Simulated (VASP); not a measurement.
Here is the system:

```
CELL_PARAMETERS angstrom
      0.00000     1.94500     1.94500
      1.94500     0.00000     1.94500
      1.94500     1.94500     0.00000
ATOMIC_POSITIONS crystal
  Pd 0.00000 0.00000 0.00000
```

The numbers are results of PBE GGA with spin-orbit coupling, VASP's PBE PAW potentials (set 64) (plane waves; VASP 6.6.1), not measurements. Run with 400 eV cut-off, 14×14×14 Γ-centred mesh, first-order Methfessel-Paxton smearing of 0.10 eV, potentials Pd.

### Question
Give the stress tensor in GPa (positive for a compressed cell).

### Answer

```
7.16  0.00  0.00
0.00  7.16  0.00
0.00  0.00  7.16
```
The pressure is its mean diagonal, 7.16 GPa.

The compound is Pd in the fcc structure. The cell was not relaxed at this level. The run is one of a series of settings (GGA_COMPAT = .FALSE., LSORBIT = .TRUE., MAGMOM = 0 0 0, program vasp_ncl against the base run), some of them coarse on purpose.
